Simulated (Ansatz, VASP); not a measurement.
## SrCu2S2 in two plane-wave programs

One calculation is typed for both programs; each brings its own data sets. How far apart do they land? The cell is taken from a series of runs on this material, whose earlier steps may have relaxed, scaled, displaced or heated it; both programs get it as it stands.

Program: Ansatz 0.2.0. Level of theory: plane waves, with VASP 6.6.1 beside it; relaxation of cell and atoms at PBE. Results are calculated unless marked as measured.

The structure was built from a prototype and need not be the compound's stable phase.

### 1. The starting structure

The structure is trigonal, space group P-3m1 (No. 164). The conventional cell has a = 4.044 Å, b = 4.044 Å, c = 6.695 Å, α = 90.00°, β = 90.00°, γ = 120.00°. Sr has 6 S at 2.89 Å nearest. Nearest to Cu lie 4 S at 2.48 Å. Nearest to S lie 4 Cu at 2.48 Å and 3 Sr at 2.89 Å. As first built, before any earlier steps moved the atoms (in the runner's words): all Ca replaced by Sr in the P-3m1 structure of CaCu2S2. Farther neighbours and most contacts between anions are not listed.

Structure file:

```
Sr Cu S
1.0
     4.04365    0.00000    0.00000
    -2.02183    3.50191    0.00000
     0.00000    0.00000    6.69461
Sr Cu S
1 2 2
Direct
  0.00000 0.00000 0.00000
  0.66667 0.33333 0.62351
  0.33333 0.66667 0.37649
  0.66667 0.33333 0.25370
  0.33333 0.66667 0.74630
```

### 2. VASP: relaxation of cell and atoms, PBE

The relaxed volume is the usual yardstick between codes: in a stiff, nearly cubic crystal its relative difference is about their pressure difference at one cell divided by the bulk modulus.

Lines of VASP's logs that name or quote its potential files are left out, and so is its time.

Contents of INCAR:

```
SYSTEM = SrCu2S2
PREC = Accurate
ENCUT = 600
EDIFF = 1E-07
NELM = 120
ISMEAR = -1
SIGMA = 0.05
LREAL = .FALSE.
ALGO = Normal
GGA = PE
NBANDS = 28
LASPH = .TRUE.
LORBIT = 11
LWAVE = .FALSE.
LCHARG = .FALSE.
ISIF = 3
IBRION = 2
NSW = 80
EDIFFG = -0.005
GGA_COMPAT = .FALSE.
NELMIN = 4
EFERMI = MIDGAP
KPAR = 2
```

Contents of POSCAR:

```
SrCu2S2
1.0
    4.0436520000      0.0000000000      0.0000000000
   -2.0218260000      3.5019060000      0.0000000000
    0.0000000000      0.0000000000      6.6946050000
Sr Cu S
1 2 2
Direct
    0.0000000000      0.0000000000      0.0000000000
    0.6666666667      0.3333333333      0.6235099756
    0.3333333333      0.6666666667      0.3764900244
    0.6666666667      0.3333333333      0.2536999569
    0.3333333333      0.6666666667      0.7463000431
```

Contents of KPOINTS:

```
Automatic mesh
0
Gamma
6 6 4
0 0 0
```

The projector-augmented-wave data sets are Sr_sv, Cu and S (PBE family, release 64).

The run is started by

```sh
mpirun -np 2 vasp_std
```

Numbers of over 12 decimals in the logs are rounded to 6 here.

Log:

```text
[banner, memory and clock lines left out]
running    2 mpi-ranks, on    1 nodes
 distrk:  each k-point on    1 cores,    2 groups
 distr:  one band on    1 cores,    1 groups

 POSCAR found type information on POSCAR SrCuS
 POSCAR found :  3 types and       5 ions
 LDA part: xc-table for (Slater+PW92), standard interpolation
 POSCAR, INCAR and KPOINTS ok, starting setup
 FFT: planning ... GRIDC
 FFT: planning ... GRID_SOFT
 FFT: planning ... GRID
 WAVECAR not read
 entering main loop
       N       E                     dE             d eps       ncg     rms          rms(c)
DAV:   1     0.411949712407E+03    0.41195E+03   -0.21740E+04  1344   0.210E+03
DAV:   2     0.274910557590E+02   -0.38446E+03   -0.37183E+03  1364   0.423E+02
DAV:   3    -0.214218887909E+02   -0.48913E+02   -0.47653E+02  1924   0.165E+02
DAV:   4    -0.242565580396E+02   -0.28347E+01   -0.28084E+01  2336   0.361E+01
DAV:   5    -0.243356258422E+02   -0.79068E-01   -0.78863E-01  2004   0.513E+00    0.279E+01
DAV:   6    -0.248794204315E+02   -0.54379E+00   -0.54859E+01  1980   0.130E+02    0.162E+01
DAV:   7    -0.215670235770E+02    0.33124E+01   -0.19010E+01  1692   0.112E+02    0.896E+00
DAV:   8    -0.220047089338E+02   -0.43769E+00   -0.40018E+00  2128   0.216E+01    0.463E+00
DAV:   9    -0.217847990874E+02    0.21991E+00   -0.13921E+00  1872   0.231E+01    0.802E-01
DAV:  10    -0.217933939683E+02   -0.85949E-02   -0.10495E-01  2156   0.496E+00    0.545E-01
DAV:  11    -0.217918756451E+02    0.15183E-02   -0.19845E-02  2136   0.230E+00    0.234E-01
DAV:  12    -0.217922575036E+02   -0.38186E-03   -0.18673E-03  2220   0.859E-01    0.121E-01
DAV:  13    -0.217921021712E+02    0.15533E-03   -0.47679E-04  2020   0.445E-01    0.569E-02
DAV:  14    -0.217920875164E+02    0.14655E-04   -0.25007E-04  2240   0.226E-01    0.296E-02
DAV:  15    -0.217920845105E+02    0.30059E-05   -0.33231E-05  2260   0.665E-02    0.167E-02
DAV:  16    -0.217920849496E+02   -0.43917E-06   -0.31208E-06  1956   0.139E-02    0.110E-02
DAV:  17    -0.217920839717E+02    0.97797E-06   -0.29334E-06  2168   0.131E-02    0.290E-03
DAV:  18    -0.217920840511E+02   -0.79440E-07   -0.17118E-07  1260   0.483E-03
   1 F= -.21792084E+02 E0= -.21792083E+02  d E =-.217921E+02
[... from here on, the cycles between the ionic steps are left out ...]
   2 F= -.21881501E+02 E0= -.21881500E+02  d E =-.894172E-01
   3 F= -.21914923E+02 E0= -.21914922E+02  d E =-.122839E+00
   7 F= -.21928067E+02 E0= -.21928065E+02  d E =-.203684E-02
   8 F= -.21928359E+02 E0= -.21928357E+02  d E =-.292360E-03
   9 F= -.21928939E+02 E0= -.21928937E+02  d E =-.872448E-03
  10 F= -.21928785E+02 E0= -.21928783E+02  d E =-.717850E-03
  11 F= -.21929084E+02 E0= -.21929082E+02  d E =-.101734E-02
  12 F= -.21929096E+02 E0= -.21929093E+02  d E =-.113721E-04
  13 F= -.21929153E+02 E0= -.21929150E+02  d E =-.682820E-04
  14 F= -.21929150E+02 E0= -.21929148E+02  d E =-.659839E-04
  15 F= -.21929167E+02 E0= -.21929165E+02  d E =-.169389E-04
 trial-energy change:   -0.000017  1 .order   -0.000020   -0.000160    0.000119
 step:   1.3054(harm=  1.3448)  dis= 0.00200  next Energy=   -21.929194 (dE=-0.438E-04)
 bond charge predicted
       N       E                     dE             d eps       ncg     rms          rms(c)
DAV:   1    -0.219292913551E+02   -0.12422E-03   -0.13765E-02  2008   0.934E-01    0.100E-01
DAV:   2    -0.219292626541E+02    0.28701E-04   -0.18769E-03  1856   0.834E-01    0.584E-02
DAV:   3    -0.219291999667E+02    0.62687E-04   -0.45988E-04  1908   0.459E-01    0.302E-02
DAV:   4    -0.219291956800E+02    0.42866E-05   -0.27629E-05  2220   0.390E-02    0.172E-02
DAV:   5    -0.219291934543E+02    0.22258E-05   -0.35117E-06  2500   0.343E-02    0.818E-03
DAV:   6    -0.219291923510E+02    0.11033E-05   -0.15879E-06  2532   0.134E-02    0.264E-03
DAV:   7    -0.219291921574E+02    0.19362E-06   -0.33415E-07  1424   0.696E-03    0.713E-04
DAV:   8    -0.219291921199E+02    0.37483E-07   -0.45573E-08   804   0.293E-03
  16 F= -.21929192E+02 E0= -.21929190E+02  d E =-.418534E-04
 curvature:  -1.27 expect dE=-0.543E-05 dE for cont linesearch -0.147E-07
 trial: gam= 0.16552 g(F)=  0.207E-06 g(S)=  0.407E-05 ort =-0.122E-05 (trialstep = 0.214E+01)
 search vector abs. value=  0.739E-05
 reached required accuracy - stopping structural energy minimisation
```

Parts of OUTCAR (step 2):

```text
ion  position               nearest neighbor table
   1  0.000  0.000  0.000-   4 2.89   5 2.89   4 2.89   5 2.89   4 2.89   5 2.89   2 3.44   3 3.44
                             3 3.44   2 3.44   2 3.44   3 3.44
   2  0.667  0.333  0.624-   5 2.48   5 2.48   5 2.48   4 2.48   1 3.44   1 3.44   1 3.44
   3  0.333  0.667  0.376-   4 2.48   4 2.48   4 2.48   5 2.48   1 3.44   1 3.44   1 3.44
   4  0.667  0.333  0.254-   3 2.48   3 2.48   3 2.48   2 2.48   1 2.89   1 2.89   1 2.89
   5  0.333  0.667  0.746-   2 2.48   2 2.48   2 2.48   3 2.48   1 2.89   1 2.89   1 2.89

  LATTYP: Found a hexagonal cell.
 ALAT       =     4.0436520000
 C/A-ratio  =     1.6555838633

 Subroutine GETGRP returns: Found 12 space group operations
 (whereof 12 operations were pure point group operations)

The static configuration has the point symmetry D_3d.

 Found     24 irreducible k-points:

   k-points           NKPTS =     24   k-points in BZ     NKDIM =     24   number of bands    NBANDS=     28

   dimension x,y,z NGX =    32 NGY =   32 NGZ =   54
   dimension x,y,z NGXF=    64 NGYF=   64 NGZF=  108

   ENCUT  =  600.0 eV  44.10 Ry    6.64 a.u.   8.08  8.08 13.37*2*pi/ulx,y,z

   NELECT =      44.0000    total number of electrons

 k-points in reciprocal lattice and weights: Automatic mesh
   0.00000000  0.00000000  0.00000000       0.007
   0.16666667 -0.00000000  0.00000000       0.042
   0.33333333  0.00000000  0.00000000       0.042
   0.50000000 -0.00000000  0.00000000       0.021
   0.16666667  0.16666667  0.00000000       0.042
   0.33333333  0.16666667  0.00000000       0.083
   0.33333333  0.33333333  0.00000000       0.014
   0.00000000  0.00000000  0.25000000       0.014
   0.16666667 -0.00000000  0.25000000       0.042
[...]
0.33333333  0.16666667  0.50000000       0.083
   0.33333333  0.33333333  0.50000000       0.014

 average (electrostatic) potential at core
       1 -35.7859       2 -65.4263       3 -65.4263       4 -86.6583       5 -86.6583

 E-fermi :   5.5929

 k-point     1 :       0.0000    0.0000    0.0000
  band No.  band energies     occupation
    ...
     18       4.5356      2.00000
     19       4.5356      2.00000
     20       5.0257      1.99998
     21       5.1488      1.99972
     22       5.1488      1.99972
     23       5.9924      0.00068
     24       7.1379      0.00000
     25       7.7540      0.00000
     26       8.7359      0.00000
     27       8.7359      0.00000
    ...

 k-point     2 :       0.1667   -0.0000    0.0000
  band No.  band energies     occupation
    ...
     18       3.9778      2.00000
     19       4.2901      2.00000
     20       4.3496      2.00000
     21       4.8179      2.00000
     22       4.8686      2.00000
     23       6.9132      0.00000
     24       7.4824      0.00000
     25       8.3900      0.00000
     26       9.2239      0.00000
     27       9.3919      0.00000
    ...

 k-point     3 :       0.3333    0.0000    0.0000
  band No.  band energies     occupation
    ...
     18       3.5222      2.00000
     19       3.7241      2.00000
     20       3.8938      2.00000
     21       4.1394      2.00000
     22       4.5261      2.00000
     23       7.0808      0.00000
     24       7.9870      0.00000
     25       9.9098      0.00000
     26       9.9998      0.00000
     27      10.0678      0.00000
    ...

  Total        0.0009559      0.0009559      0.0204878      0.0000000      0.0000000     -0.0000000
  in kB        0.0161967      0.0161967      0.3471602      0.0000000      0.0000000     -0.0000000
  external PRESSURE =       0.1265179 kB  Pullay stress =       0.0000000 kB

  energy-cutoff  :      600.00
  volume of cell :       94.55
      direct lattice vectors                 reciprocal lattice vectors
     4.009755818 -0.000000000 -0.000000000     0.249391745  0.143986365 -0.000000000
    -2.004877909  3.472551029 -0.000000000     0.000000000  0.287972730  0.000000000
     0.000000000 -0.000000000  6.790621403     0.000000000  0.000000000  0.147261928

 POSITION                                       TOTAL-FORCE (eV/Angst)
 -----------------------------------------------------------------------------------
      0.00000      0.00000      0.00000         0.000000      0.000000     -0.000000
      2.00488      1.15752      4.25358         0.000000     -0.000000      0.000986
     -0.00000      2.31503      2.53704        -0.000000      0.000000     -0.000986
      2.00488      1.15752      1.85045        -0.000000     -0.000000     -0.001081
     -0.00000      2.31503      4.94018         0.000000      0.000000      0.001081
 -----------------------------------------------------------------------------------
    total drift:                               -0.000000      0.000000      0.000000

  FREE ENERGIE OF THE ION-ELECTRON SYSTEM (eV)
  ---------------------------------------------------
  free  energy   TOTEN  =       -21.9291921199 eV

  energy  without entropy=      -21.9291875275  energy(sigma->0) =      -21.92918982

 reached required accuracy - stopping structural energy minimisation

 total charge
# of ion       s       p       d       tot
------------------------------------------
    1        2.010   5.788   0.254   8.052
    2        0.328   0.312   9.282   9.922
    3        0.328   0.312   9.282   9.922
    4        1.307   2.408   0.000   3.715
    5        1.307   2.408   0.000   3.715
--------------------------------------------------
tot          5.281  11.227  18.817  35.325

[... 3 further parts left out ...]
```

CONTCAR:

```
SrCu2S2
   1.00000000000000
     4.0097558181279798   -0.0000000000000000   -0.0000000000000000
    -2.0048779090639899    3.4725510292580291   -0.0000000000000000
     0.0000000000000000   -0.0000000000000000    6.7906214032460532
  Sr              Cu              S
     1     2     2
Direct
     0.0000000000000000    0.0000000000000000    0.0000000000000000
     0.6666666667000030    0.3333333332999970    0.6263904361245655
     0.3333333332999970    0.6666666667000030    0.3736095638754346
     0.6666666667000030    0.3333333332999970    0.2725002010767888
     0.3333333332999970    0.6666666667000030    0.7274997989232110
```

[end of part 1 of 2]

[Lines on the potential files, build, host, timing and source positions are cut from VASP's logs without a mark.]

[Logs are printed without paths, hosts, clocks, repeated set-up lines and the standing remarks that a program may print on its own settings, such as how far it seeks lower states.]

[Hosts, paths, dates, database ids (printed as entryN), source tags and the programs' standing remarks are cut or masked in the printed files.]
